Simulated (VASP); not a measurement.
A convergence study with VASP on Nb₃Sn (space group no. 223 when undisturbed): a few settings are varied, all else stays as given below, so the limit is that of these other settings. One atom is moved off its site, so that forces are finite.

```
CELL_PARAMETERS angstrom
      5.30587     0.00000     0.00000
      0.00000     5.30587     0.00000
      0.00000     0.00000     5.30587
ATOMIC_POSITIONS crystal
  Nb 0.25942 0.00000 0.50000
  Nb 0.50000 0.25000 0.00000
  Nb 0.50000 0.75000 0.00000
  Nb 0.75000 0.00000 0.50000
  Nb 0.00000 0.50000 0.75000
  Nb 0.00000 0.50000 0.25000
  Sn 0.50000 0.50000 0.50000
  Sn 0.00000 0.00000 0.00000
```

The numbers are results of PBE GGA, VASP's PBE PAW potentials (set 64) (plane waves; VASP), not measurements. The last row used: 300 eV cut-off, 11×11×11 Γ-centred mesh shifted by (0.5, 0.5, 0.5), Fermi-Dirac smearing of 0.10 eV, potentials Nb_sv Sn_d.

Unless said otherwise, spin-orbit coupling is left out, though it shifts the bands of the heavy elements here.

```json
[
 {"setting": "1×1×1 mesh", "E (eV/atom)": "-7.5210", "pressure (GPa)": "18.00", "largest force (eV/Å)": "1.099", "irreducible k-points": "1"},
 {"setting": "2×2×2 mesh", "E (eV/atom)": "-8.8925", "pressure (GPa)": "-0.58", "largest force (eV/Å)": "0.406", "irreducible k-points": "1"},
 {"setting": "3×3×3 mesh", "E (eV/atom)": "[?]", "pressure (GPa)": "[?]", "largest force (eV/Å)": "[?]", "irreducible k-points": "8"},
 {"setting": "4×4×4 mesh", "E (eV/atom)": "-8.7903", "pressure (GPa)": "0.61", "largest force (eV/Å)": "0.459", "irreducible k-points": "8"},
 {"setting": "5×5×5 mesh", "E (eV/atom)": "-8.7932", "pressure (GPa)": "0.25", "largest force (eV/Å)": "0.357", "irreducible k-points": "27"},
 {"setting": "6×6×6 mesh", "E (eV/atom)": "-8.7881", "pressure (GPa)": "0.50", "largest force (eV/Å)": "0.404", "irreducible k-points": "27"},
 {"setting": "7×7×7 mesh", "E (eV/atom)": "-8.7914", "pressure (GPa)": "0.38", "largest force (eV/Å)": "0.393", "irreducible k-points": "64"},
 {"setting": "8×8×8 mesh", "E (eV/atom)": "-8.7893", "pressure (GPa)": "0.43", "largest force (eV/Å)": "0.389", "irreducible k-points": "64"},
 {"setting": "9×9×9 mesh", "E (eV/atom)": "-8.7905", "pressure (GPa)": "0.41", "largest force (eV/Å)": "0.392", "irreducible k-points": "125"},
 {"setting": "10×10×10 mesh", "E (eV/atom)": "-8.7899", "pressure (GPa)": "0.41", "largest force (eV/Å)": "0.391", "irreducible k-points": "125"},
 {"setting": "11×11×11 mesh", "E (eV/atom)": "[?]", "pressure (GPa)": "0.41", "largest force (eV/Å)": "0.392", "irreducible k-points": "216"}
]
```

Problem. What belongs in the gaps?

Solution. 
- 3×3×3 mesh, E (eV/atom): -8.7681
- 3×3×3 mesh, pressure (GPa): 0.28
- 3×3×3 mesh, largest force (eV/Å): 0.270
- 11×11×11 mesh, E (eV/atom): -8.7901

Left out are rungs that failed or repeat a setting and relaxations that didn't move; long series are thinned to 24 rows.

The structure is a typed Nb3Sn crystal (space group no. 223). The cell was not relaxed at this level, it is distorted from the ideal structure.
